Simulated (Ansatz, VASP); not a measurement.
## Si3B in VASP and in Ansatz

```
Si B
1.0
     0.00000    3.03362    3.03362
     3.03362    0.00000    3.03362
     3.03362    3.03362    0.00000
Si B
3 1
Direct
  0.25000 0.25000 0.25000
  0.75000 0.75000 0.75000
  0.50000 0.50000 0.50000
  0.00000 0.00000 0.00000
```

Change from the starting cell: species swapped into the Ta3Ru type (Fm-3m, No. 225).

Alike in both runs: task single point; functional PBE; k mesh 6 × 6 × 6; occupations gaussian, width 0.1 eV; no spin polarisation.

|  | VASP | Ansatz |
| --- | --- | --- |
| version | VASP 6.6.1 | Ansatz 0.2.0 |
| potentials or method | VASP PAW PBE potentials, release 64 (Si, B) | scalar-relativistic, plane waves, PAW |
| plane-wave cutoff (eV) | 520 | 420 |
| valence electrons in the cell | 15 | 15 |

```csv
,VASP,Ansatz,Ansatz less VASP
gap on the k mesh at the Fermi level (eV),none,none,-
pressure (GPa),-9.3,-9.3,+0.02
```

A gap of «none» marks a metal or a gap that the smearing closes.
